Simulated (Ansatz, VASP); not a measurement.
## One calculation of CsLiCr2Te2S3, two programs

INCAR

```
SYSTEM = CsLiCr2Te2S3
PREC = Accurate ; ENCUT = 520
EDIFF = 1E-7 ; ISMEAR = -1
SIGMA = 0.05 ; LREAL = .False.
LASPH = .True. ; NELM = 150
ALGO = Normal ; ISIF = 2
LWAVE = .False. ; LCHARG = .False.
ISPIN = 2 ; MAGMOM = 0 0 3 3 0 0 0 0 0
LORBIT = 11 ; LMAXMIX = 4
GGA = PE ; NBANDS = 47
KPAR = 4
```

Contents of KPOINTS:

```
regular mesh
0
Gamma
  5 5 4
  0 0 0
```

The input POSCAR:

```
CsLiCr2Te2S3
1.0
    3.4666464793     -5.2488647918      0.0079431697
    3.4666464793      5.2488647918      0.0079431697
   -2.9423263562      0.0000000000      7.5287166086
Cs Li Cr Te S
1 1 2 2 3
Direct
    0.0937400000      0.0937400000      0.0085300000
    0.5887500000      0.5887500000      0.5533600000
    0.0564600000      0.4675500000      0.5579000000
    0.4675500000      0.0564600000      0.5579000000
    0.5648600000      0.8735700000      0.2903500000
    0.8735700000      0.5648600000      0.2903500000
    0.8115100000      0.3969700000      0.7334700000
    0.3969700000      0.8115100000      0.7334700000
    0.2140400000      0.2140400000      0.4837100000
```

The input input.yaml:

```yaml
crystal:
  lattice:
    - [3.4666464793, -5.2488647918, 0.0079431697]
    - [3.4666464793, 5.2488647918, 0.0079431697]
    - [-2.9423263562, 0.0, 7.5287166086]
  atoms:
    - { symbol: Cs, position: [0.09374, 0.09374, 0.00853] }
    - { symbol: Li, position: [0.58875, 0.58875, 0.55336] }
    - { symbol: Cr, position: [0.05646, 0.46755, 0.5579], spin: 3.0 }
    - { symbol: Cr, position: [0.46755, 0.05646, 0.5579], spin: 3.0 }
    - { symbol: Te, position: [0.56486, 0.87357, 0.29035] }
    - { symbol: Te, position: [0.87357, 0.56486, 0.29035] }
    - { symbol: S, position: [0.81151, 0.39697, 0.73347] }
    - { symbol: S, position: [0.39697, 0.81151, 0.73347] }
    - { symbol: S, position: [0.21404, 0.21404, 0.48371] }
hamiltonian:
  xc: pbe
  pseudopotentials: { kind: paw }
magnetization:
  spin_polarized: true
kpoints:
  mp_grid: { grid: [5, 5, 4] }
scf:
  occupations: { method: fermi_dirac, width: 0.05 }
output:
  forces: true
  stress: true
  eigenvalues: true
  write_density: true
  write_potential: true
  elf: true
  volumetric_format: npy
```

Change from the starting cell: volume scaled by 1.04.

Alike in both runs: task single point; functional PBE; k mesh 5 × 5 × 4; occupations fermi-dirac, width 0.05 eV; collinear spin, ferromagnetic start.

|  | VASP | Ansatz |
| --- | --- | --- |
| version | VASP 6.6.1 | Ansatz 0.2.0 |
| potentials or method | VASP PAW PBE potentials, release 64 (Cs_sv, Li_sv, Cr_pv, Te, S) | Ansatz PAW |
| plane-wave cutoff (eV) | 520 | 420 |
| valence electrons in the cell | 66 | 90 |

```csv
,VASP,Ansatz,Ansatz less VASP
gap on the k mesh at the Fermi level (eV),none,none,-
rms of the force components (eV/Å),0.118,0.121,+0.0021
net moment per atom (μB),0.45,0.45,0.000
size of the moment on the site where the two differ most (μB),2.36,2.12,-0.246
```

Site moments also hang on the region over which each program counts them. Atom by atom the forces differ by 0.003 eV/Å (rms over components). A gap of «none» marks a metal or a gap that the smearing closes. The two sets of potentials don't hold the same shells in valence.

Caveats: only a ferromagnetic start was run, and an antiferromagnetic order may lie lower in energy. The runs have no spin-orbit coupling, so splittings on Cs, Te are missing.
